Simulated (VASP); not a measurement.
Here is the system:

```
CELL_PARAMETERS angstrom
      0.00000     2.72792     2.72792
      2.72792     0.00000     2.72792
      2.72792     2.72792     0.00000
ATOMIC_POSITIONS crystal
  Mg 0.00000 0.00000 0.00000
  Se 0.50000 0.50000 0.50000
```

Method: AM05 GGA, VASP's PBE PAW potentials (set 64) (plane waves; VASP). Settings: 520 eV cut-off, 9×9×9 Γ-centred mesh, tetrahedra with Blöchl corrections, potentials Mg Se.

Task: What does the run give for the energy per atom (σ→0)?

Result: 
- energy per atom (σ→0) = -3.835 eV/atom

Only differences to runs with the same potentials and settings are physical.

The compound is MgSe in the rock salt structure. It was relaxed first.
